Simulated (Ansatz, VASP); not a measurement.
Zr4F in VASP and in Ansatz

```
CELL_PARAMETERS angstrom
5.19688 0.00000 0.00000
-2.59844 4.50063 0.00000
0.00000 0.00000 5.42150
ATOMIC_POSITIONS crystal
Zr 0.33333 0.66667 0.75230
Zr 0.33333 0.66667 0.24770
Zr 0.66667 0.33333 0.24770
Zr 0.66667 0.33333 0.75230
F 0.00000 0.00000 0.50000
```

Alike in both runs: functional PBE; k mesh 6 × 6 × 4; occupations gaussian, width 0.1 eV; no spin polarisation.

Ansatz relaxed the structure, and its values are those at the end. VASP's run is a single point on that final structure, the one shown.

|  | VASP | Ansatz |
| --- | --- | --- |
| version | VASP 6.6.1 | Ansatz 0.2.0 |
| potentials or method | VASP PAW PBE potentials, release 64 (Zr_sv, F) | scalar-relativistic, plane waves, PAW |
| plane-wave cutoff (eV) | 520 | 420 |
| valence electrons in the cell | 55 | 55 |

|  | VASP | Ansatz | Ansatz less VASP |
| --- | --- | --- | --- |
| gap on the k mesh at the Fermi level (eV) | none | none | - |
| pressure (GPa) | 0.2 | 0.2 | +0.01 |

A gap of «none» marks a metal or a gap that the smearing closes. The functional is the same, so the differences come from potentials, cutoffs and numerics.

Caveats: an odd number of electrons without spin polarisation forces a metal; a magnetic or distorted state may lie lower.
